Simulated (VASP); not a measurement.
The cell holds one PtSe2 (1T layered) monolayer, with vacuum along c. Ionisation potential and electron affinity count from the cell's own band edges, surface states included.

Data:

```
CELL_PARAMETERS angstrom
      3.70064     0.00000     0.00000
     -1.85032     3.20484     0.00000
      0.00000     0.00000    18.47407
ATOMIC_POSITIONS crystal
  Se 0.66667 0.33333 0.42993
  Se 0.33333 0.66667 0.57007
  Pt 0.00000 0.00000 0.50000
```

Calculation: PBEsol GGA, VASP's PBE PAW potentials (set 64) (plane waves; VASP). Settings: 400 eV cut-off, 12×12×1 Γ-centred mesh, Gaussian smearing of 0.050 eV, potentials Se Pt.

energy to cut it from the bulk, per area: 10.4 meV/Å²
ionisation potential: 5.73 eV
electron affinity: 4.32 eV

The cell is a sheet with vacuum, built from PtSe2 (1T layered).
